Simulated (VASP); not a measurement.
```
CELL_PARAMETERS angstrom
      1.62433    -2.81342     0.00000
      1.62433     2.81342     0.00000
      0.00000     0.00000     5.13784
ATOMIC_POSITIONS crystal
  Hf 0.33333 0.66667 0.25000
  Hf 0.66667 0.33333 0.75000
```

Calculation: vdW-DF2, VASP's PBE PAW potentials (set 64) (plane waves; VASP 6.6.1). Numerical set-up: 520 eV cut-off, Gaussian smearing of 0.050 eV, potentials Hf_pv.

**Question.** Give the energies of bands 7 to 13 at the high-symmetry points, in eV from the Fermi level.

**Answer.** 
```tsv
band	Γ	M	K	A	L	H
7	-7.17	-3.26	-2.01	-5.27	-3.27	-1.70
8	-3.58	-2.61	-1.76	-5.27	-3.27	-1.70
9	0.60	-2.11	-1.76	0.12	-0.95	-1.39
10	1.08	-0.81	-1.38	0.12	-0.95	-1.39
11	1.08	0.72	0.33	0.97	1.11	-0.23
12	1.34	0.80	0.33	0.97	1.11	-0.23
13	1.84	1.56	1.92	0.97	2.46	2.35
```

It has no gap at this level: it comes out as a metal or semimetal.

The compound is Hf in the hcp structure. It was relaxed first, which changed the volume by +6 %.
